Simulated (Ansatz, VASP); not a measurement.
TaWC2 in VASP and in Ansatz

```
W Ta C
1.0
     1.60268    0.92531    5.20168
    -1.60268    0.92531    5.20168
     0.00000   -1.85062    5.20168
W Ta C
1 1 2
Direct
  0.00000 0.00000 0.00000
  0.50000 0.50000 0.50000
  0.25093 0.25093 0.25093
  0.74907 0.74907 0.74907
```

Change from the starting cell: volume scaled by 1.06.

Alike in both runs: task single point; functional PBEsol; k mesh 10 × 10 × 10; occupations fermi-dirac, width 0.05 eV; no spin polarisation.

|  | VASP | Ansatz |
| --- | --- | --- |
| version | VASP 6.6.1 | Ansatz 0.2.0 |
| potentials or method | VASP PAW PBE potentials, release 64 (W_sv, Ta_pv, C) | Ansatz PAW |
| plane-wave cutoff (eV) | 520 | 420 |
| valence electrons in the cell | 33 | 35 |

Ansatz gave:

* gap on the k mesh at the Fermi level (eV): none
* pressure (GPa): -27.2
* largest component of the traceless stress (GPa): 0.07
* rms of the force components (eV/Å): 0.027

Task: Estimate VASP's values.

Result: gap on the k mesh at the Fermi level (eV): none; pressure (GPa): -26.6; largest component of the traceless stress (GPa): 0.10; rms of the force components (eV/Å): 0.030.

Atom by atom the forces differ by 0.003 eV/Å (rms over components). A gap of «none» marks a metal or a gap that the smearing closes. The two sets of potentials don't hold the same shells in valence.

Caveats: the PAW data sets were made with another functional, which shifts forces and pressure a little (VASP); the PAW data sets come from PBE, with cores solved anew for the run's functional, which leaves a small shift of forces and pressure (Ansatz). The runs have no spin-orbit coupling, so splittings on Ta, W are missing.
